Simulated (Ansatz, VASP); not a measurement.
This is a calculation of TaV for VASP 6.6.1. The cell comes from a database or a generator and needn't be the stable form of this composition.

File INCAR:

```
SYSTEM = TaV
  ALGO = Normal
  EDIFF = 1E-7
  ENCUT = 520
  GGA = PE
  ISIF = 2
  ISMEAR = -1
  ISPIN = 2
  LASPH = .True.
  LCHARG = .True.
  LELF = .True.
  LMAXMIX = 4
  LORBIT = 11
  LREAL = .False.
  LVHAR = .True.
  LWAVE = .False.
  MAGMOM = 0 2
  NBANDS = 23
  NELM = 120
  PREC = Accurate
  SIGMA = 0.05
```

Contents of KPOINTS:

```
k-points
0
Gamma
  10 10 6
  0 0 0
```

File POSCAR:

```
TaV
1.0
    1.6067000000     -2.3077750000      0.0000000000
    1.6067000000      2.3077750000      0.0000000000
    0.0000000000      0.0000000000      4.3413610000
Ta V
1 1
Direct
    0.0000000000      0.0000000000      0.0000000000
    0.5000000000      0.5000000000      0.5000000000
```

Potentials or basis: VASP PAW PBE potentials, release 64 (Ta_pv, V_sv).

The run is started by

```bash
$ cat potpaw_PBE.64/Ta_pv/POTCAR potpaw_PBE.64/V_sv/POTCAR > POTCAR
$ mpirun -np 1 vasp_std > vasp.out
```

Set up the same calculation for Ansatz 0.2.0. Potentials or basis there: Ansatz PAW, cutoff 420 eV.

As run (cutoffs and basis follow the program's own potentials, and thresholds, step limits or extra output files can differ):

File input.yaml:

```yaml
crystal:
  lattice:
    - [1.6067, -2.307775, 0.0]
    - [1.6067, 2.307775, 0.0]
    - [0.0, 0.0, 4.341361]
  atoms:
    - { symbol: Ta, position: [0.0, 0.0, 0.0] }
    - { symbol: V, position: [0.5, 0.5, 0.5], spin: 2.0 }
hamiltonian:
  xc: pbe
  pseudopotentials: { kind: paw }
magnetization:
  spin_polarized: true
kpoints:
  mp_grid: { grid: [10, 10, 6] }
scf:
  occupations: { method: fermi_dirac, width: 0.05 }
output:
  forces: true
  stress: true
  eigenvalues: true
```

Potentials or basis: Ansatz PAW.

Run with:

```bash
$ ansatz run input.yaml --threads 2 --pin off --max-ram 5120MiB --backend cpu --events-out ev --progress --plain --runs-dir out
```

Both were run:

|  | VASP | Ansatz |
| --- | --- | --- |
| Pressure | 0.2 GPa | 0.0 GPa |
| Net moment | 0.00 μB per cell | 0.00 μB per cell |

Ansatz's pressure holds a Pulay term of +0.07 GPa for its cutoff of 420 eV, which the other run lacks.

The potentials hold 24 and 26 valence electrons a cell.

Where Ansatz's input types no cutoff or centring, it takes its own default and a Γ-centred mesh.

The magnetic state is the one that the start led to; the real crystal's order can differ.

Pressure is positive in compression.
